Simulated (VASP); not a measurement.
```
CaO
1.0
    0.00000     2.40500     2.40500
    2.40500     0.00000     2.40500
    2.40500     2.40500     0.00000
Ca O
1 1
Direct
  0.00000   0.00000   0.00000
  0.50000   0.50000   0.50000
```

Calculation: PBE GGA, VASP's PBE PAW potentials (set 64) (plane waves; VASP). Settings: 520 eV cut-off, 5×5×5 Γ-centred mesh, Gaussian smearing of 0.050 eV, potentials Ca_sv O.

Predict the energy per atom (σ→0), pressure.

```yaml
energy per atom (σ→0): -6.401 eV/atom
pressure: 1.99 GPa
```

The compound is CaO in the rock salt structure. The cell was not relaxed at this level. The k-mesh is coarse (spacing up to 0.45 per Å, 2π included), so the numbers may not be converged in it. The run is one of a series of settings (KPOINTS 5×5×5 Γ-centred mesh against the base run), some of them coarse on purpose.
